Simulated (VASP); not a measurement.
Calculation: PBE GGA with D3 dispersion (zero damping), VASP's PBE PAW potentials (set 64) (plane waves; VASP).

Input for VASP

**INCAR**
```
# general
SYSTEM  = ZnS
PREC    = Accurate
ENCUT   = 520
LREAL   = .FALSE.   # projection in real space or not
LASPH   = .TRUE.   # aspherical one-centre terms

# electronic loop
EDIFF   = 1E-7   # SCF stop (eV)
NELM    = 100
ALGO    = Normal   # blocked Davidson
LMAXMIX = 4   # l cut-off of mixed one-centre charges

# smearing
ISMEAR  = -5   # tetrahedra, Bloechl

# functional
GGA     = PE
IVDW    = 11   # D3, zero damping

# ions
ISIF    = 2

# output
LWAVE   = .FALSE.
LCHARG  = .TRUE.
LORBIT  = 11   # lm-projected
NEDOS   = 601

# other
LEFG    = .TRUE.
```

POSCAR:
```
ZnS
1.0
  1.9029229437  -3.2959591795   0.0000000000
  1.9029229437   3.2959591795   0.0000000000
  0.0000000000   0.0000000000   6.2328723797
Zn S
2 2
direct
  0.6666670000   0.3333330000   0.5001183247
  0.3333330000   0.6666670000   0.0001183247
  0.6666670000   0.3333330000   0.8748816753
  0.3333330000   0.6666670000   0.3748816753
```

KPOINTS:
```
K-points
0
gamma
 8 8 4
```

POTCAR, in this order: Zn S (PBE.64 set). Program: vasp_std.

Task: What will the output report for the number of irreducible k-points (NKPTS), largest plane-wave count, number of space-group operations, FFT grid (NGX, NGY, NGZ)?

Result: 
```json
{
 "number of irreducible k-points (NKPTS)": "30",
 "largest_plane_wave_count": "2132",
 "number_of_space_group_operations": "12",
 "FFT grid (NGX, NGY, NGZ)": "28 × 28 × 48"
}
```

The compound is ZnS in the wurtzite structure, the high-temperature form. It was relaxed first.
